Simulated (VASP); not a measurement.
OSZICAR of a VASP run on Mo₂W (space group Fd-3m):

**OSZICAR**
```
       N       E                     dE             d eps       ncg     rms          rms(c)
DAV:   1     0.871203828825E+03    0.87120E+03   -0.39079E+04   824   0.123E+03
DAV:   2    -0.327500563666E+02   -0.90395E+03   -0.88479E+03   868   0.478E+02
DAV:   3    -0.751068613291E+02   -0.42357E+02   -0.41337E+02  1066   0.101E+02
DAV:   4    -0.761889159083E+02   -0.10821E+01   -0.10624E+01   984   0.138E+01
DAV:   5    -0.762195522151E+02   -0.30636E-01   -0.30500E-01  1040   0.200E+00    0.254E+01
DAV:   6    -0.728126356334E+02    0.34069E+01   -0.36873E+01  1050   0.202E+01    0.123E+01
DAV:   7    -0.711969237735E+02    0.16157E+01   -0.35445E+01  1036   0.163E+01    0.672E+00
DAV:   8    -0.700386254033E+02    0.11583E+01   -0.42910E+00  1006   0.585E+00    0.241E+00
DAV:   9    -0.699885414066E+02    0.50084E-01   -0.36767E-01   998   0.191E+00    0.170E+00
DAV:  10    -0.699835924815E+02    0.49489E-02   -0.19802E-02   974   0.853E-01    0.362E-01
DAV:  11    -0.699827199211E+02    0.87256E-03   -0.40192E-03  1020   0.224E-01    0.944E-02
DAV:  12    -0.699827034701E+02    0.16451E-04   -0.17415E-04   992   0.485E-02    0.155E-02
DAV:  13    -0.699827036755E+02   -0.20546E-06   -0.51738E-06   784   0.101E-02
   1 F= -.69982704E+02 E0= -.69717715E+02  d E =-.529977E+00
```

Which electronic solver shows in the log?

It is blocked Davidson (ALGO = Normal, or the opening steps of other solvers). The INCAR had ALGO = Normal.

Can the final energy be trusted as converged?

The run converged. It stopped with EDIFF = 1E-6, NELM = 100 (LDA (Ceperley-Alder, Perdew-Zunger), plane waves, VASP's LDA PAW potentials (set 64)).

The structure was generated: Mo2W was put into an ordered model structure, which need not be its known phase. The cell was not relaxed at this level. The k-mesh is coarse (spacing up to 0.35 per Å, 2π included), so the numbers may not be converged in it. The run is one of a series of settings (GGA removed, POTCAR Mo_sv W_sv (LDA.64 set) against the base run), some of them coarse on purpose.
